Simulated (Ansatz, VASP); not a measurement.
CrSb3 in VASP and in Ansatz

```xyz
4
Lattice="4.6332 0.0000 0.0000 0.0000 4.6332 0.0000 0.0000 0.0000 4.6332" Properties=species:S:1:pos:R:3 pbc="T T T"
Cr    0.0000    0.0000    0.0000
Sb    0.0000    2.3166    2.3166
Sb    2.3166    0.0000    2.3166
Sb    2.3166    2.3166    0.0000
```

Alike in both runs: functional PBE; k mesh 4 × 4 × 4; occupations gaussian, width 0.1 eV; collinear spin.

Ansatz relaxed the structure, and its values are those at the end. VASP's run is a single point on that final structure, the one shown.

```csv
,VASP,Ansatz
version,VASP 6.6.1,Ansatz 0.2.0
potentials or method,"VASP PAW PBE potentials, release 64 (Cr_pv, Sb)","scalar-relativistic, plane waves, PAW"
plane-wave cutoff (eV),520,420
valence electrons in the cell,27,59
```

```tsv
	VASP	Ansatz	Ansatz less VASP
gap on the k mesh at the Fermi level (eV)	none	none	-
pressure (GPa)	-0.3	-0.3	+0.04
net moment per atom (μB)	0.93	0.93	-0.001
size of the moment on the site where the two differ most (μB)	3.80	4.02	+0.221
```

Site moments also hang on the region over which each program counts them. A gap of «none» marks a metal or a gap that the smearing closes. With one functional, cell and mesh, what is left measures potentials, basis and numerics. The two sets of potentials don't hold the same shells in valence.

Caveats: a cell with one magnetic atom can't hold antiferromagnetic order, which such compounds often take. The runs have no spin-orbit coupling, so splittings on Sb are missing.
